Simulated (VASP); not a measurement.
The system is SnSe2.

```
Sn Se
1.0
     3.83657    0.00000    0.00000
    -1.91829    3.32257    0.00000
     0.00000    0.00000    6.50391
Sn Se
1 2
Direct
  0.00000 0.00000 0.00000
  0.33333 0.66667 0.23465
  0.66667 0.33333 0.76535
```

The cell is a database's computed one.

```yaml
Program: VASP 6.6.1
Task: relaxation of cell and atoms
Functional: LDA
Potentials_or_basis: VASP PAW LDA potentials, release 64 (Sn_d, Se)
Cutoff: 300 eV
k_mesh: 5 × 5 × 3
Occupations: gaussian, width 0.02 eV
Spin: no spin polarisation
```

At the start: pressure -0.3 GPa; volume 27.64 Å³/atom.

Question: How do energy, volume and symmetry change on relaxing?

Answer: Over 17 steps the energy falls by 24.4 meV/atom and the volume is 24.89 Å³/atom (-9.9 %); space group P-3m1 (No. 164, to 0.05 Å).

Step by step:
| step | energy change (eV) | largest force (eV/Å) | pressure (GPa) | volume (Å³) |
| --- | --- | --- | --- | --- |
| 1 | 0.0000 | 0.3947 | -0.28 | 82.91 |
| 2 | -0.0174 | 0.1995 | -0.49 | 82.32 |
| 3 | -0.0215 | 0.0581 | -0.65 | 81.91 |
| 4 | -0.0261 | 0.1822 | 0.36 | 80.24 |
| 5 | -0.0262 | 0.1967 | 0.48 | 80.06 |
| 6 | -0.0301 | 0.1942 | 0.50 | 79.63 |
| 7 | -0.0413 | 0.1886 | 0.58 | 78.37 |
| 8 | -0.0591 | 0.1779 | 0.93 | 75.85 |
| 9 | -0.0479 | 0.1260 | 2.73 | 70.80 |
| 10 | -0.0631 | 0.2103 | 1.54 | 74.09 |
| 11 | -0.0714 | 0.0424 | 0.49 | 74.49 |
| 12 | -0.0725 | 0.0463 | -0.08 | 74.71 |
| 13 | -0.0725 | 0.0413 | -0.04 | 74.69 |
| 14 | -0.0728 | 0.0299 | -0.04 | 74.69 |
| 15 | -0.0730 | 0.0159 | -0.03 | 74.68 |
| 16 | -0.0731 | 0.0117 | -0.03 | 74.67 |
| 17 | -0.0731 | 0.0014 | -0.04 | 74.67 |

Final structure:
```xyz
3
Lattice="3.8055 0.0000 0.0000 -1.9027 3.2957 0.0000 0.0000 0.0000 5.9541" Properties=species:S:1:pos:R:3 pbc="T T T"
Sn    0.0000    0.0000    0.0000
Se    0.0000    2.1971    1.5703
Se    1.9027    1.0986    4.3838
```
